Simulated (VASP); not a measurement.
Here is the system:

```
SnO
1.0
    3.80000     0.00000     0.00000
    0.00000     3.80000     0.00000
    0.00000     0.00000     4.84000
Sn O
2 2
Direct
  0.50000   0.00000   0.76200
  0.00000   0.50000   0.23800
  0.50000   0.50000   0.00000
  0.00000   0.00000   0.00000
```

These are PBE GGA, VASP's PBE PAW potentials (set 64) (plane waves; VASP) values and carry that method's errors. Numerical set-up: 520 eV cut-off, 6×6×5 Γ-centred mesh, Gaussian smearing of 0.050 eV, potentials Sn_d O.

Which forces act on the atoms, in eV/Å?

```json
[
 {"atom": "Sn1", "Fx": "0.000", "Fy": "0.000", "Fz": "-0.484"},
 {"atom": "Sn2", "Fx": "0.000", "Fy": "0.000", "Fz": "0.484"},
 {"atom": "O3", "Fx": "0.000", "Fy": "0.000", "Fz": "0.000"},
 {"atom": "O4", "Fx": "0.000", "Fy": "0.000", "Fz": "0.000"}
]
```

Give the stress tensor in GPa (positive for a compressed cell).

```
5.02  0.00  0.00
0.00  5.02  0.00
0.00  0.00  3.82
```
The pressure is its mean diagonal, 4.62 GPa.

The compound is SnO in the litharge structure. The cell was not relaxed at this level.
